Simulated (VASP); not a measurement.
Level of theory: PW91 GGA, VASP's PBE PAW potentials (set 64) (plane waves; VASP).

Input for VASP

File KPOINTS:
```
Automatic mesh
0
Gamma
  14 14 14
```

### INCAR
```
# general
SYSTEM  = W
PREC    = Accurate
ENCUT   = 520   # plane-wave cut-off (eV)
LREAL   = .False.   # projection in real space or not
LASPH   = .True.

# electronic loop
EDIFF   = 1E-6   # SCF stop (eV)
NELM    = 100
ALGO    = Normal
LMAXMIX = 6   # l cut-off of mixed one-centre charges

# smearing
ISMEAR  = 1   # Methfessel-Paxton
SIGMA   = 0.1   # width (eV)

# functional
GGA     = 91

# ions
IBRION  = 2   # conjugate gradients
NSW     = 60   # most ionic steps
ISIF    = 3   # ions, shape and volume
EDIFFG  = -0.01

# output
LWAVE   = .False.
LCHARG  = .False.
```

File POSCAR:
```
W
1
   -1.5957577432     1.5957577432     1.5957577432
    1.5957577432    -1.5957577432     1.5957577432
    1.5957577432     1.5957577432    -1.5957577432
W
1
Direct
  0.0000000000   0.0000000000   0.0000000000
```

POTCAR, in this order: W_sv (PBE.64 set). Program: vasp_std.

**Question.** What will the output report for the number of irreducible k-points (NKPTS), largest plane-wave count, number of space-group operations, FFT grid (NGX, NGY, NGZ)?

**Answer.** 
```yaml
number of irreducible k-points (NKPTS): 104
largest_plane_wave_count: 466
number_of_space_group_operations: 48
FFT grid (NGX, NGY, NGZ): 24 × 24 × 24
```

The compound is W in the bcc structure. This run relaxes it. Symmetry was kept, so distortions that lower it aren't found. The start is the result of an earlier pass.
